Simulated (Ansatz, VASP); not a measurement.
**Li15CuO8 (a cell with a defect) in VASP and in Ansatz**

```
CELL_PARAMETERS angstrom
0.00000 4.61000 4.61000
4.61000 0.00000 4.61000
4.61000 4.61000 0.00000
ATOMIC_POSITIONS crystal
Cu 0.12500 0.12500 0.12500
Li 0.12508 0.12508 0.62492
Li 0.12508 0.62492 0.12508
Li 0.12508 0.62492 0.62492
Li 0.62492 0.12508 0.12508
Li 0.62492 0.12508 0.62492
Li 0.62492 0.62492 0.12508
Li 0.62500 0.62500 0.62500
Li 0.37500 0.37500 0.37500
Li 0.37760 0.37760 0.87240
Li 0.37760 0.87240 0.37760
Li 0.37760 0.87240 0.87240
Li 0.87240 0.37760 0.37760
Li 0.87240 0.37760 0.87240
Li 0.87240 0.87240 0.37760
Li 0.87500 0.87500 0.87500
O 0.99485 0.99485 0.99485
O 0.99485 0.99485 0.51546
O 0.99485 0.51546 0.99485
O 0.99848 0.50051 0.50051
O 0.51546 0.99485 0.99485
O 0.50051 0.99848 0.50051
O 0.50051 0.50051 0.99848
O 0.50051 0.50051 0.50051
```

Alike in both runs: functional PBE; k mesh 4 × 4 × 4; occupations fermi-dirac, width 0.01 eV; no spin polarisation.

Ansatz relaxed the structure, and its values are those at the end. VASP's run is a single point on that final structure, the one shown.

|  | VASP | Ansatz |
| --- | --- | --- |
| version | VASP 6.6.1 | Ansatz 0.2.0 |
| potentials or method | VASP PAW PBE potentials, release 64 (Cu, Li_sv, O) | plane-wave PAW, scalar-relativistic |
| plane-wave cutoff (eV) | 520 | 420 |
| valence electrons in the cell | 104 | 112 |

|  | VASP | Ansatz | Ansatz less VASP |
| --- | --- | --- | --- |
| gap on the k mesh at the Fermi level (eV) | 2.85 | 2.82 | -0.024 |
| rms of the force components (eV/Å) | 0.013 | 0.013 | -0.0002 |

The two sets of potentials don't hold the same shells in valence. Ansatz warned: «stress_scf_threshold_loose».

 A hybrid or GW would open this gap; PBE tends to underestimate it.
